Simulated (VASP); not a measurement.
CoGa (CsCl type): the bulk modulus from VASP (plane waves, PAW) at several levels of theory. Static lattice, third-order Birch-Murnaghan fit over five volumes.

```
level                  bulk modulus (GPa)
---------------------  ------------------
revPBE                                166
RPBE                                  162
AM05                                  201
PW91                                  176
PBE-D3 (zero damping)                 192
PBE-D3(BJ)                            194
PBE-D4                                198
optB88-vdW                            178
optB86b-vdW                           189
vdW-DF2                               133
rev-vdW-DF2                           186
vdW-DF-cx                             197
TPSS                                  196
revTPSS                               207
MS2                                   195
r2SCAN+rVV10                          207
```

The cell of the revPBE run:

CoGa has the cubic space group Pm-3m (No. 221), the CsCl type structure, Pearson symbol cP2. Lattice parameters: a = b = c = 2.901 Å, α = β = γ = 90.00°. Ga on 1b has 8 Co at 2.512 Å and 6 Ga at 2.901 Å. Co on 1a sees 8 Ga at 2.512 Å and 6 Co at 2.901 Å. (Neighbours: up to the widest gap in distance over summed covalent radii, below 1.35, at either atom.)

Only levels that ran to the end are used. Left out are those held back, those with too coarse a band path, GW runs whose mesh misses a band edge, hybrids' fits of cells that aren't cubic and levels without matching references; a question may draw on a part of the rest.

The compound is CoGa in the CsCl type structure.
